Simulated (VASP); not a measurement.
## Re (relaxed from the fcc structure, space group Fm-3m): computed properties

Calculation: PBEsol GGA, VASP's PBE PAW potentials (set 64) (plane waves; VASP).

For Re, the space group is Fm-3m (225) and the cell comes out as a = b = c = 3.8793 Å, α = β = γ = 90.00°. The volume per atom comes out as 14.60 Å³/atom and the band gap (over mesh and band path) is none (metal, semimetal or under 0.01 eV). The Hill bulk modulus comes out as 401 GPa, the Hill shear modulus is 203 GPa and the Poisson's ratio is 0.283. The band gap with spin-orbit coupling is none (metallic) and the density comes out as 21.19 g/cm³. The C11 is 613 GPa. The C12 is 295 GPa and the C44 comes out as 240 GPa.

Re has the cubic space group Fm-3m (No. 225), the fcc (Cu type) structure, Pearson symbol cF4. Cell: a = 3.879 Å, b = 3.879 Å, c = 3.879 Å, α = 90.00°, β = 90.00°, γ = 90.00°. Re on 4a sees 12 Re at 2.743 Å (cuboctahedral). (Neighbours: up to the widest gap in distance over summed covalent radii, below 1.35, at either atom.)
(The calculation used a cell of 1 atom; values per cell refer to that cell.)

Finite-difference elastic constants of metals are sensitive to mesh and smearing; shear constants can be off by tens of GPa. Unless said otherwise, spin-orbit coupling is left out, though it shifts the bands of the heavy elements here.

The structure was generated: Re was put into the fcc type (Fm-3m), which need not be its known phase. It was relaxed first. Symmetry was kept, so distortions that lower it aren't found.
